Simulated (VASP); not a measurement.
OSZICAR of a VASP run on Ge (diamond):

File OSZICAR:
```
       N       E                     dE             d eps       ncg     rms          rms(c)
DAV:   1     0.168718430531E+03    0.16872E+03   -0.15436E+04  2048   0.409E+03
DAV:   2     0.188871721942E+02   -0.14983E+03   -0.14775E+03  2028   0.530E+02
DAV:   3    -0.183013330199E+01   -0.20717E+02   -0.20549E+02  2184   0.148E+02
DAV:   4    -0.250704441373E+01   -0.67691E+00   -0.67481E+00  2336   0.304E+01
DAV:   5    -0.251826254192E+01   -0.11218E-01   -0.11217E-01  2280   0.414E+00    0.274E+00
DAV:   6    -0.246703674024E+01    0.51226E-01   -0.25157E-02  2132   0.156E+00    0.164E+00
DAV:   7    -0.243845865339E+01    0.28578E-01   -0.60100E-02  2150   0.218E+00    0.148E-01
DAV:   8    -0.243984334057E+01   -0.13847E-02   -0.49402E-03  2176   0.101E+00    0.496E-02
DAV:   9    -0.243991079685E+01   -0.67456E-04   -0.21954E-04  2388   0.247E-01    0.154E-02
DAV:  10    -0.243992349646E+01   -0.12700E-04   -0.39314E-05  2238   0.880E-02    0.595E-03
DAV:  11    -0.243992476151E+01   -0.12651E-05   -0.52058E-06  2390   0.398E-02    0.973E-04
DAV:  12    -0.243992484503E+01   -0.83514E-07   -0.10967E-07  1580   0.503E-03
   1 F= -.24399248E+01 E0= -.24399188E+01  d E =-.181160E-04
```

Task: Which electronic solver shows in the log?

Result: It is blocked Davidson (ALGO = Normal, or the opening steps of other solvers). The INCAR had ALGO = Normal.

Task: Can the final energy be trusted as converged?

Result: Self-consistency was reached. It stopped with EDIFF = 1E-7, NELM = 100 (optB86b-vdW, plane waves, VASP's PBE PAW potentials (set 64)).

The compound is Ge in the diamond structure. This cell is one point of a volume scan, at 1.06 of the reference volume.
